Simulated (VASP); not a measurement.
An input for Quantum ESPRESSO's pw.x (written as the equivalent of a VASP run, and not itself run):

```
&CONTROL
  calculation = 'vc-relax'
  pseudo_dir = './pseudo'
  outdir = './out'
  tprnfor = .true.
  tstress = .true.
  nstep = 30
  forc_conv_thr = 0.00039
/
&SYSTEM
  ibrav = 0
  nat = 4
  ntyp = 2
  ecutwfc = 102
  occupations = 'smearing'
  smearing = 'gaussian'
  degauss = 0.003675
  input_dft = 'vdw-df-cx'
/
&ELECTRONS
  conv_thr = 7.3e-09
  electron_maxstep = 100
/
&IONS
/
&CELL
  cell_dofree = 'shape'
/
ATOMIC_SPECIES
  Cd 112.414 Cd.upf
  Se 78.971 Se.upf
CELL_PARAMETERS angstrom
     2.1883306   -3.7902996    0.0000000
     2.1883306    3.7902996    0.0000000
     0.0000000    0.0000000    7.1353626
ATOMIC_POSITIONS crystal
  Cd   0.6666670  0.3333330  0.5000211
  Cd   0.3333330  0.6666670  0.0000211
  Se   0.6666670  0.3333330  0.8759789
  Se   0.3333330  0.6666670  0.3759789
K_POINTS automatic
  6 6 3 0 0 0
```

### Question
Write the VASP files for the same calculation (vdW-DF-cx).

### Answer
One answer among several that fit: 
**KPOINTS**
```
Automatic mesh
0
Gamma
6 6 3
0 0 0
```

INCAR:
```
SYSTEM = CdSe
PREC = Accurate; ENCUT = 520; LREAL = .FALSE.
LASPH = .TRUE.
EDIFF = 1E-7; NELM = 100; ALGO = Normal
LMAXMIX = 4
ISMEAR = 0; SIGMA = 0.05
GGA = CX; LUSE_VDW = .TRUE.; AGGAC = 0.0
IBRION = 2; NSW = 30; ISIF = 4
EDIFFG = -0.01
LWAVE = .FALSE.; LCHARG = .FALSE.
```

POSCAR:
```
CdSe
1
    2.1883306336    -3.7902995968     0.0000000000
    2.1883306336     3.7902995968     0.0000000000
    0.0000000000     0.0000000000     7.1353626299
Cd Se
2 2
Direct
  0.6666670000   0.3333330000   0.5000211227
  0.3333330000   0.6666670000   0.0000211227
  0.6666670000   0.3333330000   0.8759788773
  0.3333330000   0.6666670000   0.3759788773
```

POTCAR, in this order: Cd Se (PBE.64 set). Program: vasp_std.

Limits of the translation: the potentials are each code's own (VASP's PAW set, PseudoDojo norm-conserving files in pw.x), so ENCUT and ecutwfc are chosen apart and not converted; conv_thr bounds pw.x's estimated SCF error, while EDIFF bounds the energy change between steps; forc_conv_thr acts on force components and is met together with etot_conv_thr.

The compound is CdSe in the wurtzite structure. This cell is one point of a volume scan, at 1.03 of the reference volume.
